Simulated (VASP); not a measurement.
# Sn2Pb with vdW-DF-cx: from relaxation to properties, part 7 of 7

What structure does Sn2Pb take at this level, and what are its properties? The cell is invented: it takes the structure of COD entry 8102994, BaSn2 (space group 164 there), with some of its atoms replaced by other elements, volume scaled by an estimate. It may not be a known or stable phase.

VASP 6.6.1, plane waves and PAW; the level of theory is named at each step.

Still holding for the runs below: The k-mesh is coarse for a metal.

So far. Step 16 (Fit for vdW-DF-cx): The fitted volume lies +0.17 % from the relaxed one. At a finite cutoff and mesh the minimum of the energy and the zero of the stress don't quite coincide, and the relaxation stops at a threshold. The atoms bear forces along the scan, since they were held; freeing them would lower the modulus. The relaxed cell has a = 4.485, c = 5.130 Å (conventional setting).

**18. Bands along the symmetry lines (vdW-DF-cx + SOC)**

This step: vdW-DF-cx, spin-orbit coupling; plane waves and PAW (Pb_d, Sn_d); invented cell (VASP 6.6.1).

Levels along the symmetry lines show where the bands peak and cross; KPOINTS_OPT computes them in the converged potential. Spin-orbit coupling needs spinors and the noncollinear program, where each band holds one electron.

Contents of INCAR:

```
SYSTEM = Sn2Pb
PREC = Accurate
ENCUT = 400
EDIFF = 1E-06
NELM = 100
ISMEAR = 1
SIGMA = 0.2
LREAL = .FALSE.
ALGO = Normal
GGA = CX
AGGAC = 0
LUSE_VDW = .TRUE.
LASPH = .TRUE.
LNONCOLLINEAR = .TRUE.
MAGMOM = 0 0 0 0 0 0 0 0 0
NBANDS = 54
GGA_COMPAT = .FALSE.
LSORBIT = .TRUE.
LORBIT = 11
LWAVE = .FALSE.
LCHARG = .FALSE.
```

Contents of POSCAR:

```
Sn2Pb
1.0
    4.4849461670      0.0000000446      0.0000000000
   -2.2424725055      3.8840768012      0.0000000000
    0.0000000000      0.0000000000      5.1297456104
Pb Sn
1 2
Direct
    0.0000000000      0.0000000000      0.5000000000
    0.6666666700      0.3333333300      0.8632813417
    0.3333333300      0.6666666700      0.1367186583
```

Contents of KPOINTS:

```
Automatic mesh
0
Gamma
5 5 4
0 0 0
```

Contents of KPOINTS_OPT:

```
Line mode
16
Line-mode
Reciprocal
  0.00000000   0.00000000   0.00000000 GAMMA
  0.50000000   0.00000000   0.00000000 M

  0.50000000   0.00000000   0.00000000 M
  0.33333333   0.33333333   0.00000000 K

  0.33333333   0.33333333   0.00000000 K
  0.00000000   0.00000000   0.00000000 GAMMA

  0.00000000   0.00000000   0.00000000 GAMMA
  0.00000000   0.00000000   0.50000000 A

  0.00000000   0.00000000   0.50000000 A
  0.50000000   0.00000000   0.50000000 L

  0.50000000   0.00000000   0.50000000 L
  0.33333333   0.33333333   0.50000000 H

  0.33333333   0.33333333   0.50000000 H
  0.00000000   0.00000000   0.50000000 A

  0.50000000   0.00000000   0.50000000 L
  0.50000000   0.00000000   0.00000000 M

  0.33333333   0.33333333   0.00000000 K
  0.33333333   0.33333333   0.50000000 H
```

Potentials, in the order of the species: Pb_d and Sn_d (PBE family, release 64).

Command:

```console
mpirun -np 1 vasp_ncl
```

The log of the run:

```text
[... set-up lines as in an earlier step ...]
 entering main loop
       N       E                     dE             d eps       ncg     rms          rms(c)
DAV:   1     0.482906905402E+03    0.48291E+03   -0.17741E+04  1944   0.197E+03
DAV:   2     0.748212656920E+02   -0.40809E+03   -0.39874E+03  1836   0.584E+02
DAV:   3     0.195306509825E+01   -0.72868E+02   -0.71424E+02  2090   0.231E+02
DAV:   4    -0.242995330733E+01   -0.43830E+01   -0.43530E+01  2180   0.632E+01
DAV:   5    -0.258141120765E+01   -0.15146E+00   -0.15139E+00  2408   0.122E+01    0.265E+00
DAV:   6    -0.254200370477E+01    0.39408E-01   -0.11704E-01  2348   0.383E+00    0.144E+00
DAV:   7    -0.253733191247E+01    0.46718E-02   -0.37256E-02  2200   0.176E+00    0.815E-01
DAV:   8    -0.253745514695E+01   -0.12323E-03   -0.40041E-03  2518   0.543E-01    0.245E-01
DAV:   9    -0.253763849328E+01   -0.18335E-03   -0.86574E-04  2444   0.301E-01    0.380E-02
DAV:  10    -0.253765780018E+01   -0.19307E-04   -0.18357E-04  2112   0.181E-01    0.161E-02
DAV:  11    -0.253766917259E+01   -0.11372E-04   -0.18446E-05  2128   0.356E-02    0.816E-03
DAV:  12    -0.253766953842E+01   -0.36583E-06   -0.24306E-06  1808   0.132E-02
   1 F= -.25376695E+01 E0= -.25322121E+01  d E =-.163722E-01  mag=     0.0000    -0.0000    -0.0000
 Start KPOINTS_OPT (optional k-point list driver)
k-point batch [1-17\144]
       N       E                     dE             ncg
DAV:   1     0.219511306358E+04   -0.48329E+04     1930
DAV:   2    -0.473319925715E+04   -0.69283E+04     1836
DAV:   3    -0.600601236834E+04   -0.12728E+04     2026
DAV:   4    -0.608302243950E+04   -0.77010E+02     2194
DAV:   5    -0.608577450980E+04   -0.27521E+01     2368
DAV:   6    -0.608588662299E+04   -0.11211E+00     2740
DAV:   7    -0.608588892374E+04   -0.23007E-02     2766
DAV:   8    -0.608588900300E+04   -0.79263E-04     2708
DAV:   9    -0.608588900552E+04   -0.25182E-05     1766
DAV:  10    -0.608588900585E+04   -0.33327E-06     1238
[...]
k-point batch [137-144\144]
       N       E                     dE             ncg
DAV:   1     0.105230655158E+05   -0.82873E+04      878
DAV:   2     0.721064569825E+04   -0.33124E+04      864
DAV:   3     0.663828114322E+04   -0.57236E+03      944
DAV:   4     0.660670862462E+04   -0.31573E+02     1034
DAV:   5     0.660558001329E+04   -0.11286E+01     1156
DAV:   6     0.660553802899E+04   -0.41984E-01     1222
DAV:   7     0.660553696021E+04   -0.10688E-02     1332
DAV:   8     0.660553693126E+04   -0.28957E-04     1228
DAV:   9     0.660553693010E+04   -0.11615E-05      828
DAV:  10     0.660553692990E+04   -0.19199E-06      634
```

Wall time 6.2 min (1 MPI rank of Intel Xeon 6975P-C (Granite Rapids), shared host); peak memory 0.61 GiB.

From OUTCAR (step 18):

```text
   k-points           NKPTS =     17   k-points in BZ     NKDIM =     17   number of bands    NBANDS=     54

   NELECT =      42.0000    total number of electrons

 E-fermi :   6.8849

 k-point     1 :       0.0000    0.0000    0.0000
  band No.  band energies     occupation
    ...
     36       1.8673      1.00000
     37       6.5280      1.01503
     38       6.5280      1.01503
     39       6.6364      1.03541
     40       6.6364      1.03541
     41       6.9230      0.34205
     42       6.9230      0.34204
     43       7.6417     -0.00000
     44       7.6417     -0.00000
     45       7.9065     -0.00000
    ...

Total vdW correction in eV:      7.3014916

  Total        0.0187792      0.0187792      0.0460151      0.0000000     -0.0000000      0.0000000
  in kB        0.3367028      0.3367027      0.8250308      0.0000001     -0.0000000      0.0000000
  external PRESSURE =       0.4994788 kB  Pullay stress =       0.0000000 kB

 POSITION                                       TOTAL-FORCE (eV/Angst)
 -----------------------------------------------------------------------------------
      0.00000      0.00000      2.56487         0.000000      0.000000      0.000000
      2.24247      1.29469      4.42841         0.000000     -0.000000     -0.087197
      0.00000      2.58938      0.70133        -0.000000      0.000000      0.087197
 -----------------------------------------------------------------------------------
    total drift:                               -0.000000      0.000000      0.000000

  FREE ENERGIE OF THE ION-ELECTRON SYSTEM (eV)
  ---------------------------------------------------
  free  energy   TOTEN  =        -2.5376695384 eV

  energy  without entropy=       -2.5212972991  energy(sigma->0) =       -2.53221213

Total vdW correction in eV:      7.3014632

 Spin-Orbit-Coupling matrix elements
 Ion:    1  E_soc:     -1.1666250
 Ion:    2  E_soc:     -0.1268864
 Ion:    3  E_soc:     -0.1268864

 magnetization (x)
# of ion       s       p       d       tot
------------------------------------------
    1        0.000  -0.000   0.000   0.000
    2        0.000   0.000   0.000   0.000
    3        0.000   0.000   0.000   0.000
--------------------------------------------------
tot          0.000  -0.000   0.000   0.000

 magnetization (y)
# of ion       s       p       d       tot
------------------------------------------
    1        0.000   0.000   0.000   0.000
    2       -0.000  -0.000  -0.000  -0.000
    3       -0.000  -0.000   0.000  -0.000
--------------------------------------------------
tot         -0.000  -0.000   0.000  -0.000

 magnetization (z)
# of ion       s       p       d       tot
------------------------------------------
    1        0.000  -0.000   0.000  -0.000
    2        0.000   0.000   0.000   0.000
    3        0.000   0.000   0.000   0.000
--------------------------------------------------
tot          0.000  -0.000   0.000  -0.000

[... 6 parts as in an earlier step ...]

[... 10 further parts left out ...]
```

This step gave:

- SCF cycles: 12
- bands: 54
- irreducible k-points: 17
- free energy (TOTEN): -2.538 eV
- energy at zero smearing: -2.532 eV
- Fermi energy: 6.885 eV
- pressure: 0.04995 GPa

On-site spin-orbit energy by atom:

| atom | on-site spin-orbit energy (eV) |
| --- | --- |
| Pb1 | -1.17 |
| Sn2 | -0.13 |
| Sn3 | -0.13 |

Electronic bands along the path, in eV, zero at the Fermi level; # counts the bands kept, so #1 is VASP's band 31:

| point | #9 | #10 | #11 | #12 | #13 | #14 | #15 | #16 |
| --- | --- | --- | --- | --- | --- | --- | --- | --- |
| Γ | -0.25 | -0.25 | 0.04 | 0.04 | 0.76 | 0.76 | 1.02 | 1.02 |
| 0.47 of the way | -1.80 | -1.80 | -0.88 | -0.88 | 2.02 | 2.02 | 2.51 | 2.51 |
| M | -1.73 | -1.73 | -1.40 | -1.40 | -0.85 | -0.85 | 2.70 | 2.70 |
| 0.47 of the way | -1.50 | -1.50 | -1.12 | -1.12 | -0.74 | -0.74 | 1.41 | 1.41 |
| K | -1.09 | -1.09 | -0.83 | -0.83 | -0.56 | -0.56 | 0.25 | 0.25 |
| 0.47 of the way | -2.40 | -2.40 | 0.15 | 0.15 | 0.64 | 0.64 | 1.83 | 1.83 |
| Γ | -0.25 | -0.25 | 0.04 | 0.04 | 0.76 | 0.76 | 1.02 | 1.02 |
| 0.47 of the way | 0.01 | 0.01 | 0.30 | 0.30 | 1.21 | 1.21 | 1.21 | 1.21 |
| A | 0.02 | 0.02 | 0.70 | 0.70 | 1.47 | 1.47 | 1.83 | 1.83 |
| 0.47 of the way | -0.84 | -0.84 | -0.06 | -0.06 | 0.48 | 0.48 | 0.73 | 0.73 |
| L | -1.27 | -1.27 | -0.69 | -0.69 | -0.05 | -0.05 | 0.02 | 0.02 |
| 0.47 of the way | -2.81 | -2.81 | -2.17 | -2.17 | 1.62 | 1.62 | 2.16 | 2.16 |
| H | -3.61 | -3.61 | -3.40 | -3.40 | 3.68 | 3.68 | 4.57 | 4.57 |
| 0.53 of the way | -1.90 | -1.90 | -1.16 | -1.16 | 1.25 | 1.25 | 2.41 | 2.41 |
| A | 0.02 | 0.02 | 0.70 | 0.70 | 1.47 | 1.47 | 1.83 | 1.83 |
| jump to L | -1.27 | -1.27 | -0.69 | -0.69 | -0.05 | -0.05 | 0.02 | 0.02 |
| 0.47 of the way | -2.12 | -2.12 | -1.19 | -1.19 | 0.79 | 0.79 | 1.47 | 1.47 |
| M | -1.73 | -1.73 | -1.40 | -1.40 | -0.85 | -0.85 | 2.70 | 2.70 |
| jump to K | -1.09 | -1.09 | -0.83 | -0.83 | -0.56 | -0.56 | 0.25 | 0.25 |
| 0.47 of the way | -2.57 | -2.57 | -2.37 | -2.37 | 1.60 | 1.60 | 2.25 | 2.25 |
| H | -3.61 | -3.61 | -3.40 | -3.40 | 3.68 | 3.68 | 4.57 | 4.57 |

Of the projections kept (Pb, Sn), the largest for each band there; the rest of the weight can lie on other orbitals:

| point | #9 | #10 | #11 | #12 | #13 | #14 | #15 | #16 |
| --- | --- | --- | --- | --- | --- | --- | --- | --- |
| Γ | Pb 0.59 | Pb 0.59 | Sn 0.97 | Sn 0.97 | Pb 0.52 | Pb 0.52 | Sn 0.81 | Sn 0.81 |
| M | Sn 0.70 | Sn 0.70 | Sn 0.91 | Sn 0.91 | Pb 0.53 | Pb 0.53 | Sn 0.83 | Sn 0.83 |
| K | Sn 0.52 | Sn 0.52 | Sn 0.90 | Sn 0.90 | Sn 0.68 | Sn 0.68 | Sn 0.61 | Sn 0.61 |
| Γ | Pb 0.59 | Pb 0.59 | Sn 0.97 | Sn 0.97 | Pb 0.52 | Pb 0.52 | Sn 0.81 | Sn 0.81 |
| A | Sn 0.89 | Sn 0.89 | Sn 0.65 | Sn 0.65 | Sn 0.52 | Sn 0.52 | Sn 0.84 | Sn 0.84 |
| L | Sn 0.97 | Sn 0.97 | Pb 0.53 | Pb 0.53 | Sn 0.81 | Sn 0.81 | Sn 0.53 | Sn 0.53 |

Force by atom:

| atom | x (eV/Å) | y (eV/Å) | z (eV/Å) | size |
| --- | --- | --- | --- | --- |
| Pb1 | 0.0000 | 0.0000 | 0.0000 | 0.0000 |
| Sn2 | 0.0000 | 0.0000 | -0.0872 | 0.0872 |
| Sn3 | 0.0000 | 0.0000 | 0.0872 | 0.0872 |

There is no gap at this level.

Of the bands kept, 6 cross the Fermi level on this path (spinor bands, one electron each).

**19. What came out**

| Item | Value |
| --- | --- |
| relaxed volume | 29.79 Å³/atom |
| relaxed conventional cell a, b, c | 4.485, 4.485, 5.130 Å; angles 90.0, 90.0, 120.0° |
| space group after relaxing, within 0.02 Å | P-3m1 (No. 164) |
| band gap | none, a metal |
| DOS at the Fermi level | 1.49 states/eV/cell |
| bulk modulus from the fit | 48.9 GPa |
| volume from the fit | 29.8 Å³/atom |
| highest zone-centre mode | 111 cm⁻¹ |
| band gap (vdW-DF-cx + SOC) | none, a metal |

In words: With vdW-DF-cx, Sn2Pb relaxes to 29.79 Å³/atom in space group P-3m1 (held by the symmetry of the run), comes out as a metal and has a bulk modulus of 48.9 GPa at fixed shape and positions, an upper bound. Band structure (vdW-DF-cx): Of the bands kept, 4 cross the Fermi level on this path. Zone-centre phonons (vdW-DF-cx): The highest mode in this list at Γ, 110.8 cm⁻¹, is mostly motion of Sn (100 % of the kinetic energy). Bands along the symmetry lines (vdW-DF-cx + SOC): Of the bands kept, 6 cross the Fermi level on this path (spinor bands, one electron each). The k-sampling is coarse for a metal, so the Fermi level, pressures and the shape of the cell carry errors. Modes at Γ alone can't show that the crystal is stable at other wave vectors. No search among competing phases was made. All values are for a static lattice at zero temperature.

[Lines on the potential files, build, host, timing and source positions are cut from VASP's logs without a mark.]

[Logs are printed without paths, hosts, clocks, repeated set-up lines and the standing remarks that a program may print on its own settings, such as how far it seeks lower states.]

[Hosts, paths, dates, database ids (printed as entryN), source tags and the programs' standing remarks are cut or masked in the printed files.]

[A measured line is paired with the nearest computed mode of its activity, which favours agreement.]
